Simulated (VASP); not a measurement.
Data:

```
CELL_PARAMETERS angstrom
      0.00000     2.86000     2.86000
      2.86000     0.00000     2.86000
      2.86000     2.86000     0.00000
ATOMIC_POSITIONS crystal
  Li 0.25000 0.25000 0.25000
  Li 0.75000 0.75000 0.75000
  S  0.00000 0.00000 0.00000
```

The numbers are results of LDA (Ceperley-Alder, Perdew-Zunger), VASP's LDA PAW potentials (set 64) (plane waves; VASP), not measurements. Numerical set-up: 520 eV cut-off, 7×7×7 Γ-centred mesh, Gaussian smearing of 0.050 eV, potentials Li_sv S.

Energy and stress use the plane-wave basis of the starting cell.

The ions, cell shape and volume are relaxed. Predict the relaxed structure.

```
CELL_PARAMETERS angstrom
      0.00000     2.78275     2.78275
      2.78275     0.00000     2.78275
      2.78275     2.78275     0.00000
ATOMIC_POSITIONS crystal
  Li 0.25000 0.25000 0.25000
  Li 0.75000 0.75000 0.75000
  S  0.00000 0.00000 0.00000
```
Space group Fm-3m (225), at a tolerance of 0.03 Å.

How do energy and volume change from the first to the last step?

The energy (σ→0) changes by -13.3 meV/atom and the volume by -7.9 %, in 4 ionic steps.

| step | E(σ→0) (eV) | max force (eV/Å) | pressure (GPa) | volume (Å³) |
|---|---|---|---|---|
| 1 | -12.9769 | 0.000 | -3.24 | 46.79 |
| 2 | -13.0090 | 0.000 | -1.56 | 44.68 |
| 3 | -13.0168 | 0.000 | -0.14 | 43.24 |
| 4 | -13.0168 | 0.000 | 0.01 | 43.10 |

The compound is Li2S in the antifluorite structure. This run relaxes it. Symmetry was kept, so distortions that lower it aren't found.
